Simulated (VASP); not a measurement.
An input for Ansatz (written as the equivalent of a VASP run, and not itself run):

Ansatz 0.2 input:
```yaml
crystal:
  lattice:
    - [0.0000000, 2.3331060, 2.3331060]
    - [2.3331060, 0.0000000, 2.3331060]
    - [2.3331060, 2.3331060, 0.0000000]
  atoms:
    - { symbol: Zr, position: [0.0000000, 0.0000000, 0.0000000] }
    - { symbol: C, position: [0.5000000, 0.5000000, 0.5000000] }
kpoints:
  mp_grid: { grid: [10, 10, 10] }
hamiltonian:
  xc: rpbe
  pseudopotentials: { kind: paw }
scf:
  occupations: { method: methfessel_paxton, width: 0.2 }
  max_iter: 100
output: { forces: true, stress: true, eigenvalues: true }
```

Write the VASP files for the same calculation (RPBE).

One answer among several that fit: 
File KPOINTS:
```
Automatic mesh
0
Gamma
10 10 10
0 0 0
```

File POSCAR:
```
ZrC
1
    0.0000000000     2.3331060000     2.3331060000
    2.3331060000     0.0000000000     2.3331060000
    2.3331060000     2.3331060000     0.0000000000
Zr C
1 1
Direct
  0.0000000000   0.0000000000   0.0000000000
  0.5000000000   0.5000000000   0.5000000000
```

INCAR:
```
LREAL=.False.   ! projection in real space or not
LWAVE=.False.
ISMEAR=1
LMAXMIX=4   ! l cut-off of mixed one-centre charges
EDIFF=1E-6   ! SCF stop (eV)
SYSTEM=ZrC
ALGO=Normal
ISIF=2
SIGMA=0.2   ! width (eV)
GGA=RP
PREC=Accurate
LCHARG=.False.
LASPH=.True.   ! aspherical one-centre terms
ENCUT=400
NELM=100
```

POTCAR, in this order: Zr_sv C (PBE.64 set). Program: vasp_std.

Limits of the translation: each code has its own PAW files, so the cut-off isn't converted (ENCUT is set for VASP's; basis.ecutwfc is left out, and Ansatz then takes the one that its files recommend); Ansatz stops its SCF on the density residual and VASP on the energy change (EDIFF).

The structure comes from a computed database's ZrC entry; how it stands against other phases isn't given here. The cell was not relaxed at this level. The run is one of a series of settings (GGA = RP against the base run), some of them coarse on purpose.
